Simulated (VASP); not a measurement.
Consider the following.

```
CELL_PARAMETERS angstrom
      0.00000     2.69113     2.69113
      2.69113     0.00000     2.69113
      2.69113     2.69113     0.00000
ATOMIC_POSITIONS crystal
  Ga 0.00000 0.00000 0.00000
  P  0.25000 0.25000 0.25000
```

These are PBEsol GGA, VASP's PBE PAW potentials (set 64) (plane waves; VASP 6.6.1) values and carry that method's errors. Numerical set-up: 520 eV cut-off, 8×8×8 Γ-centred mesh, Gaussian smearing of 0.050 eV, potentials Ga_d P.

Problem. Estimate the energy per atom (σ→0), pressure, band gap (on the k-mesh) with the smallest direct gap where there is one.

Solution. 
| Item | Result |
|---|---|
| band gap (on the k-mesh) | 1.44 eV |
| smallest direct gap (on the k-mesh) | 2.06 eV |
| energy per atom (σ→0) | -4.955 eV/atom |
| pressure | 2.77 GPa |

The absolute energy has meaning only against runs of the same code, potentials and settings.

The compound is GaP in the zinc blende structure. This cell is one point of a volume scan, at 0.97 of the reference volume.
